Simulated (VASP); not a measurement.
Data:

```
CuI
1.0
    4.18335     0.00000     0.00000
   -2.09167     3.62288     0.00000
    0.00000     0.00000     6.89799
Cu I
2 2
Direct
  0.66667   0.33333   0.87322
  0.33333   0.66667   0.37322
  0.66667   0.33333   0.50178
  0.33333   0.66667   0.00178
```

Calculation: PBEsol GGA, VASP's PBE PAW potentials (set 64) (plane waves; VASP). Numerical set-up: 400 eV cut-off, 7×7×4 Γ-centred mesh, tetrahedra with Blöchl corrections, potentials Cu I.

The cores are frozen, which limits the accuracy of field gradients.

### Question
Give the principal components of the electric field gradient (V/Å²) and the asymmetry η at each nucleus.

### Answer

```json
[
 {"atom": "Cu1", "Vxx": "0.8", "Vyy": "0.8", "Vzz": "-1.7", "η": "0.00"},
 {"atom": "Cu2", "Vxx": "0.8", "Vyy": "0.8", "Vzz": "-1.7", "η": "0.00"},
 {"atom": "I3", "Vxx": "-8.5", "Vyy": "-8.5", "Vzz": "16.9", "η": "0.00"},
 {"atom": "I4", "Vxx": "-8.5", "Vyy": "-8.5", "Vzz": "16.9", "η": "0.00"}
]
```

The structure comes from a computed database's CuI entry (P6_3mc); how it stands against other phases isn't given here. It was relaxed first.
